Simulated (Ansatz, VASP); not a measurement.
# Cross-check of Ge21H20 (Ge wire along [100], 21 atoms a period, H-terminated) between VASP and Ansatz

Aim: how closely do two programs agree when they are given the same cell, functional and k mesh? Of the first pair: The structure shown is the start of the Ansatz relaxation below; VASP solves that cell, so the two are compared at the walk's first step.

Calculated with Ansatz 0.2.0; plane waves, with VASP 6.6.1 beside it; single point at PBE.

## 1. The structure

The cell holds 41 atoms: 21 Ge and 20 H. Cell: a = 17.241 Å, b = 17.241 Å, c = 5.760 Å, α = 90.0°, β = 90.0°, γ = 90.0°. Vacuum lies along a and b. The structure's axis is c.

## 2. Ansatz: relaxation, PBE

Ansatz runs on its PAW soft_1 files.

The two programs are compared at the cell with which this relaxation starts, whose forces are those of its first step.

Input file input.yaml:

```yaml
crystal:
  lattice:
    - [17.241, 0.0, 0.0]
    - [0.0, 17.241, 0.0]
    - [0.0, 0.0, 5.76]
  atoms:
    - { symbol: Ge, position: [0.24944414, 0.58353149, 0.0] }
    - { symbol: Ge, position: [0.416487815, 0.416487815, 0.0] }
    - { symbol: Ge, position: [0.416487815, 0.750575165, 0.0] }
    - { symbol: Ge, position: [0.58353149, 0.24944414, 0.0] }
    - { symbol: Ge, position: [0.58353149, 0.58353149, 0.0] }
    - { symbol: Ge, position: [0.750575165, 0.416487815, 0.0] }
    - { symbol: H, position: [0.280726176, 0.280726176, 0.093634302] }
    - { symbol: H, position: [0.719293129, 0.719293129, 0.093634302] }
    - { symbol: H, position: [0.197204338, 0.531291688, 0.156365698] }
    - { symbol: H, position: [0.468727617, 0.802814967, 0.156365698] }
    - { symbol: H, position: [0.531291688, 0.197204338, 0.156365698] }
    - { symbol: H, position: [0.802814967, 0.468727617, 0.156365698] }
    - { symbol: Ge, position: [0.332965978, 0.332965978, 0.25] }
    - { symbol: Ge, position: [0.332965978, 0.667053328, 0.25] }
    - { symbol: Ge, position: [0.500009653, 0.500009653, 0.25] }
    - { symbol: Ge, position: [0.667053328, 0.332965978, 0.25] }
    - { symbol: Ge, position: [0.667053328, 0.667053328, 0.25] }
    - { symbol: H, position: [0.197204338, 0.468727617, 0.343634302] }
    - { symbol: H, position: [0.468727617, 0.197204338, 0.343634302] }
    - { symbol: H, position: [0.531291688, 0.802814967, 0.343634302] }
    - { symbol: H, position: [0.802814967, 0.531291688, 0.343634302] }
    - { symbol: H, position: [0.280726176, 0.719293129, 0.406365698] }
    - { symbol: H, position: [0.719293129, 0.280726176, 0.406365698] }
    - { symbol: Ge, position: [0.24944414, 0.416487815, 0.5] }
    - { symbol: Ge, position: [0.416487815, 0.24944414, 0.5] }
    - { symbol: Ge, position: [0.416487815, 0.58353149, 0.5] }
    - { symbol: Ge, position: [0.58353149, 0.416487815, 0.5] }
    - { symbol: Ge, position: [0.58353149, 0.750575165, 0.5] }
    - { symbol: Ge, position: [0.750575165, 0.58353149, 0.5] }
    - { symbol: H, position: [0.197204338, 0.364248013, 0.656365698] }
    - { symbol: H, position: [0.364248013, 0.197204338, 0.656365698] }
    - { symbol: H, position: [0.635771292, 0.802814967, 0.656365698] }
    - { symbol: H, position: [0.802814967, 0.635771292, 0.656365698] }
    - { symbol: Ge, position: [0.332965978, 0.500009653, 0.75] }
    - { symbol: Ge, position: [0.500009653, 0.332965978, 0.75] }
    - { symbol: Ge, position: [0.500009653, 0.667053328, 0.75] }
    - { symbol: Ge, position: [0.667053328, 0.500009653, 0.75] }
    - { symbol: H, position: [0.197204338, 0.635771292, 0.843634302] }
    - { symbol: H, position: [0.364248013, 0.802814967, 0.843634302] }
    - { symbol: H, position: [0.635771292, 0.197204338, 0.843634302] }
    - { symbol: H, position: [0.802814967, 0.364248013, 0.843634302] }
kpoints:
  mp_grid: { grid: [1, 1, 14] }
scf:
  occupations: { method: fermi_dirac, width: 0.05 }
hamiltonian:
  xc: pbe
  pseudopotentials: { kind: paw, azcp: { folder: soft_1 } }
relax:
  cell: { fix: [a, b, alpha, beta, gamma] }
  max_steps: 45
  f_tol: 0.03
```

On the command line:

```console
ansatz run input.yaml --threads 4 --pin off --max-ram 16384MiB --backend cpu --events-out ev --progress --plain --runs-dir out
```

Numbers of over 12 decimals in the logs are rounded to 6 here.

What it wrote:

```text
Engine: ansatz 0.2.0, aarch64-unknown-linux-gnu
Pseudopotentials: kind: paw
Pseudopotential: Ge, paw, valence charge 14, recommended cutoff 420 eV (normal), soft_1/Ge.paw.azcp
Pseudopotential: H, paw, valence charge 1, recommended cutoff 420 eV (normal), soft_1/H.paw.azcp
Functional definition: PBE
  parameter kappa = 0.804
  parameter beta = 0.066725
  exchange = pbe_x(kappa = kappa, mu = beta*pi^2/3)
  correlation = pbe_c(beta = beta)
Crystal: 41 atoms, lattice volume = 1712.172 Å³
Basis set: ecut = 420 eV, 33539 PW (Γ), exchange–correlation on 240×240×80 points (8 copies of the dense FFT grid, shifted against one another)
Bands: 198, of which v1, the nominal top of the filled ones, is band 157 counted from 1 (156 counted from 0)
Symmetry: 8 space group operations
Space group: P-42m (ITA 111), of the structure as read, at distance tolerance 1.2e-4 Å
k-points: 8 of 14
Non-local potential: Ge, projectors of the file, l = 0: 2, l = 1: 2, l = 2: 3, l = 3: 1
Non-local potential: H, projectors of the file, l = 0: 2, l = 1: 1
PAW form: soft (Blöchl's): semilocal exchange-correlation on the pseudo side does not see the compensation charge
PAW one-centre angular grid: Ge, 590 points (default); XC on 64 Gauss nodes
PAW one-centre angular grid: H, 110 points (default); XC on 64 Gauss nodes
Initial density: superposition of atomic densities (neutral atoms: chi_scale 0, normalization atom)
Initial wavefunctions: pseudopotential atomic-orbital guess
Functional: x = pbe(κ = 0.804, μ = 0.219515), c = pbe(β = 0.066725)
SCF iter   1: F=—  HF=-90511.986845 eV  |F-HF|=—  |Δ(HF+E_count)|=         —  Δρ=3.50e-2  dr2=1.76e1  ethr=3.10e-3  ⟨swp⟩=6.4  Hψ=6295  notcnv=0  defer=79
preconditioner: auto → Resta (q_TF=auto, 2.056 Å⁻¹)  ε∞=1.5  [insulator: Δε(μ)=2.290 eV  Ē_g=21.811 eV  σ=0.050 eV  W_gap=1.00  n_scr=234 (ndim 8)  ℏωp=15.9 eV  f_vac=0.551  D(μ)=0.00/eV (n_scr^D=0)  ε∞_Penn≈1.5  vacuum switching on, ρ_ref=3.5e-2 e/Å³]
SCF iter   2: F=—  HF=-90508.047385 eV  |F-HF|=—  |Δ(HF+E_count)|=    3.94e0  Δρ=1.51e-2  dr2=3.92e0  ethr=3.10e-3  ⟨swp⟩=3.0  Hψ=2240  notcnv=0  defer=254
SCF iter   3: F=—  HF=-90508.034970 eV  |F-HF|=—  |Δ(HF+E_count)|=   1.24e-2  Δρ=5.72e-3  dr2=5.26e0  ethr=1.25e-3  ⟨swp⟩=4.0  Hψ=2156  notcnv=0  defer=255
SCF iter   4: F=—  HF=-90507.142374 eV  |F-HF|=—  |Δ(HF+E_count)|=   8.93e-1  Δρ=1.71e-3  dr2=5.78e-2  ethr=1.25e-3  ⟨swp⟩=3.0  Hψ=1982  notcnv=0  defer=253
SCF iter   5: F=—  HF=-90507.146151 eV  |F-HF|=—  |Δ(HF+E_count)|=   3.78e-3  Δρ=6.78e-4  dr2=3.81e-3  ethr=1.84e-5  ⟨swp⟩=2.1  Hψ=1755  notcnv=0  defer=252
SCF iter   6: F=—  HF=-90507.148428 eV  |F-HF|=—  |Δ(HF+E_count)|=   2.28e-3  Δρ=1.50e-4  dr2=2.87e-4  ethr=1.21e-6  ⟨swp⟩=2.0  Hψ=2588  notcnv=0  defer=252
SCF iter   7: F=—  HF=-90507.148526 eV  |F-HF|=—  |Δ(HF+E_count)|=   9.80e-5  Δρ=4.01e-5  dr2=2.21e-5  ethr=9.15e-8  ⟨swp⟩=2.0  Hψ=2588  notcnv=0  defer=252
SCF iter   8: F=—  HF=-90507.148978 eV  |F-HF|=—  |Δ(HF+E_count)|=   4.51e-4  Δρ=1.44e-5  dr2=3.04e-6  ethr=7.04e-9  ⟨swp⟩=2.0  Hψ=2806  notcnv=0  defer=252
SCF iter   9: F=—  HF=-90507.148981 eV  |F-HF|=—  |Δ(HF+E_count)|=   2.82e-6  Δρ=4.51e-6  dr2=4.72e-7  ethr=9.68e-10  ⟨swp⟩=2.0  Hψ=2588  notcnv=0  defer=252
SCF iter  10: F=-90507.148981 eV  HF=-90507.148981 eV  |F-HF|=6.55e-9  |Δ(HF+E_count)|=   1.32e-7  Δρ=1.07e-6  dr2=1.42e-8  ethr=3.18e-11  ⟨swp⟩=5.0  Hψ=4608  notcnv=0
SCF 1 converged in 10 iterations: F = -90507.148981 eV  dr2 = 1.42e-8
  greatest PAW one-centre occupation: 0.998 electrons in one spin orbital (limit 2), on the Ge atom at site 23 (counted from 0), in its partial waves of l = 2
relax step   1: F+E_penalty+E_count = -90507.14898083 eV  Δ(F+E_penalty+E_count) = +0.000e0 eV  max|allowed force component| = 2.949e-1 eV/Å  Δτ_max = 0.0000 Å  P = -0.345 GPa  Ω = 1712.172 Å³  fix = [a, b, alpha, beta, gamma]  reactions: a -0.423, b -0.423 GPa  (10 SCF iters, dr2 threshold 1.00e-7 eV, accepted)
Crystal: 41 atoms, lattice volume = 1724.171 Å³
Basis set: ecut = 420 eV, 33707 PW (Γ), exchange–correlation on 240×240×80 points (8 copies of the dense FFT grid, shifted against one another)
Initial density: handed on by an earlier stage of this run
Initial wavefunctions: those handed on with the density
iter 1 solved again at ethr=2.88e-4 eV; its pass at ethr=3.10e-3 eV (dr2=9.04e-1 eV) is discarded
SCF iter   1: F=—  HF=-90507.647508 eV  |F-HF|=—  |Δ(HF+E_count)|=         —  Δρ=1.02e-2  dr2=9.11e-1  ethr=2.88e-4  ⟨swp⟩=4.9  Hψ=7004  notcnv=0
preconditioner: auto → Resta (q_TF=auto, 2.054 Å⁻¹)  ε∞=1.5  [insulator: Δε(μ)=2.344 eV  Ē_g=21.784 eV  σ=0.050 eV  W_gap=1.00  n_scr=234 (ndim 8)  ℏωp=15.8 eV  f_vac=0.595  D(μ)=0.00/eV (n_scr^D=0)  ε∞_Penn≈1.5  vacuum switching on, ρ_ref=3.4e-2 e/Å³]
SCF iter   2: F=—  HF=-90507.531990 eV  |F-HF|=—  |Δ(HF+E_count)|=   1.16e-1  Δρ=4.88e-3  dr2=2.05e-1  ethr=2.88e-4  ⟨swp⟩=3.1  Hψ=2407  notcnv=0  defer=32
[...]
SCF iter   2: F=—  HF=-90507.789960 eV  |F-HF|=—  |Δ(HF+E_count)|=   3.99e-3  Δρ=2.69e-5  dr2=3.21e-7  ethr=4.03e-10  ⟨swp⟩=3.0  Hψ=2398  notcnv=0
SCF iter   3: F=—  HF=-90507.791989 eV  |F-HF|=—  |Δ(HF+E_count)|=   2.03e-3  Δρ=2.85e-6  dr2=2.84e-7  ethr=1.02e-10  ⟨swp⟩=3.1  Hψ=3383  notcnv=0
[...]
SCF converged after 6 iterations
Free energy (F): -90507.792023 eV
Harris-Foulkes:  -90507.792023 eV  (|F-HF|=2.02e-7)
Internal energy: -90507.792023 eV  (E = F + TS)
E sigma→0 (E₀):  -90507.792023 eV
Fermi energy:    -0.436693 eV
--- Per-component energies (eV) ---
  E_band       = -5892.054213
  E_kinetic    = 2196.500474
  E_local      = -177170.411286  (includes V_loc(G=0)·N_el)
  E_nonlocal   = 4598.753083
  E_hartree    = 86114.381864
  E_xc         = -1666.899664
  E_vxc        = -1576.082566  (∫ρ·V_xc dr)
  E_paw        = -42310.524227  (= ΣΔE_a)
  E_vpaw       = -6169.554982  (= ΣTr[D̂ρ^β])
  E_aug_tail   = -0.018433  (compensation charges beyond the density's cutoff)
  E_ewald      = 37730.426166
  E_smearing   = -0.000000  (= −TS)
  E_closure    = -0.000000  (closes the sum)
  Σ components = -90507.792023   (vs F -90507.792023, Δ=0.00e0)
--- Forces (eV/Å), atoms counted from 1 ---
  atom   1  Ge    -0.00416023     0.00639952    -0.00186934
  atom   2  Ge     0.00474615     0.00474615    -0.00505814
  atom   3  Ge    -0.00639952     0.00416023    -0.00186934
  atom   4  Ge     0.00639952    -0.00416023    -0.00186934
  atom   5  Ge    -0.00474615    -0.00474615    -0.00505814
  atom   6  Ge     0.00416023    -0.00639952    -0.00186934
  atom   7  H     -0.00043997    -0.00043997    -0.00121306
  atom   8  H      0.00043997     0.00043997    -0.00121306
  atom   9  H      0.00021565    -0.00255367     0.00410621
  atom  10  H      0.00255367    -0.00021565     0.00410621
  atom  11  H     -0.00255367     0.00021565     0.00410621
  atom  12  H     -0.00021565     0.00255367     0.00410621
  atom  13  Ge     0.00428099     0.00428099    -0.00976974
  atom  14  Ge     0.00428099    -0.00428099     0.00976974
  atom  15  Ge    -0.00000000     0.00000000     0.00000000
  atom  16  Ge    -0.00428099     0.00428099     0.00976974
  atom  17  Ge    -0.00428099    -0.00428099    -0.00976974
  atom  18  H      0.00021565     0.00255367    -0.00410621
  atom  19  H      0.00255367     0.00021565    -0.00410621
  atom  20  H     -0.00255367    -0.00021565    -0.00410621
  atom  21  H     -0.00021565    -0.00255367    -0.00410621
  atom  22  H     -0.00043997     0.00043997     0.00121306
  atom  23  H      0.00043997    -0.00043997     0.00121306
  atom  24  Ge    -0.00416023    -0.00639952     0.00186934
[...]
atom  34  Ge    -0.00569120    -0.00000000     0.00000000
  atom  35  Ge     0.00000000    -0.00569120     0.00000000
  atom  36  Ge     0.00000000     0.00569120    -0.00000000
  atom  37  Ge     0.00569120    -0.00000000     0.00000000
  atom  38  H      0.00347270     0.00404385    -0.00689703
  atom  39  H     -0.00404385    -0.00347270    -0.00689703
  atom  40  H      0.00404385     0.00347270    -0.00689703
  atom  41  H     -0.00347270    -0.00404385    -0.00689703
  max |Σ_I F_I| component: 1.73e-18 eV/Å
--- Stress (GPa, compression-positive) ---
        0.002772       0.000000       0.000000
        0.000000       0.002772       0.000000
        0.000000       0.000000       0.005837
  P = ⅓ Tr σ = 0.0038 GPa (0.038 kbar)
--- Relaxed structure (6 steps of the walk, 6 accepted, 1 SCFs on fresh bases) ---
  F+E_penalty+E_count = -90507.79202347 eV   max|allowed force component| = 9.770e-3 eV/Å   (the final SCF, on the basis selected at the relaxed cell)
  cell:  # Å, volume = 1720.8324 Å³
    - [17.241, 0.0, 0.0]
    - [0.0, 17.241, 0]
    - [0.0, 0, 5.789135]
  atoms:
    - { symbol: Ge, position: [0.253766, 0.588504, -0.018796] }
    - { symbol: Ge, position: [0.417352, 0.417352, 0.0017405] }
    - { symbol: Ge, position: [0.411516, 0.746253, -0.018796] }
    - { symbol: Ge, position: [0.588504, 0.253766, -0.018796] }
    - { symbol: Ge, position: [0.582668, 0.582668, 0.0017405] }
    - { symbol: Ge, position: [0.746253, 0.411516, -0.018796] }
    - { symbol: H, position: [0.282750, 0.282750, 0.103654] }
    - { symbol: H, position: [0.717270, 0.717270, 0.103654] }
    - { symbol: H, position: [0.189139, 0.543648, 0.108992] }
    - { symbol: H, position: [0.456372, 0.810880, 0.108992] }
    - { symbol: H, position: [0.543648, 0.189139, 0.108992] }
    - { symbol: H, position: [0.810880, 0.456372, 0.108992] }
    - { symbol: Ge, position: [0.335377, 0.335377, 0.255265] }
    - { symbol: Ge, position: [0.335377, 0.664642, 0.244735] }
    - { symbol: Ge, position: [0.500010, 0.500010, 0.25] }
    - { symbol: Ge, position: [0.664642, 0.335377, 0.244735] }
    - { symbol: Ge, position: [0.664642, 0.664642, 0.255265] }
    - { symbol: H, position: [0.189139, 0.456372, 0.391008] }
    - { symbol: H, position: [0.456372, 0.189139, 0.391008] }
    - { symbol: H, position: [0.543648, 0.810880, 0.391008] }
    - { symbol: H, position: [0.810880, 0.543648, 0.391008] }
    - { symbol: H, position: [0.282750, 0.717270, 0.396346] }
    - { symbol: H, position: [0.717270, 0.282750, 0.396346] }
    - { symbol: Ge, position: [0.253766, 0.411516, 0.518796] }
    - { symbol: Ge, position: [0.411516, 0.253766, 0.518796] }
    - { symbol: Ge, position: [0.417352, 0.582668, 0.498260] }
    - { symbol: Ge, position: [0.582668, 0.417352, 0.498260] }
    - { symbol: Ge, position: [0.588504, 0.746253, 0.518796] }
    - { symbol: Ge, position: [0.746253, 0.588504, 0.518796] }
    - { symbol: H, position: [0.213407, 0.354169, 0.686217] }
    - { symbol: H, position: [0.354169, 0.213407, 0.686217] }
    - { symbol: H, position: [0.645851, 0.786612, 0.686217] }
    - { symbol: H, position: [0.786612, 0.645851, 0.686217] }
    - { symbol: Ge, position: [0.334624, 0.500010, 0.75] }
    - { symbol: Ge, position: [0.500010, 0.334624, 0.75] }
    - { symbol: Ge, position: [0.500010, 0.665395, 0.75] }
    - { symbol: Ge, position: [0.665395, 0.500010, 0.75] }
    - { symbol: H, position: [0.213407, 0.645851, 0.813783] }
    - { symbol: H, position: [0.354169, 0.786612, 0.813783] }
    - { symbol: H, position: [0.645851, 0.213407, 0.813783] }
    - { symbol: H, position: [0.786612, 0.354169, 0.813783] }
```

Reading the cycles: dr2 is the Hartree energy of the density residual (eV), the measure of convergence; HF is the Harris–Foulkes estimate of the energy, which meets the free energy F at convergence.

(Continued in part 2 of 2.)

[Lines on the potential files, build, host, timing and source positions are cut from VASP's logs without a mark.]

[Logs are printed without paths, hosts, clocks, repeated set-up lines and the standing remarks that a program may print on its own settings, such as how far it seeks lower states.]

[Hosts, paths, dates, database ids (printed as entryN), source tags and the programs' standing remarks are cut or masked in the printed files.]
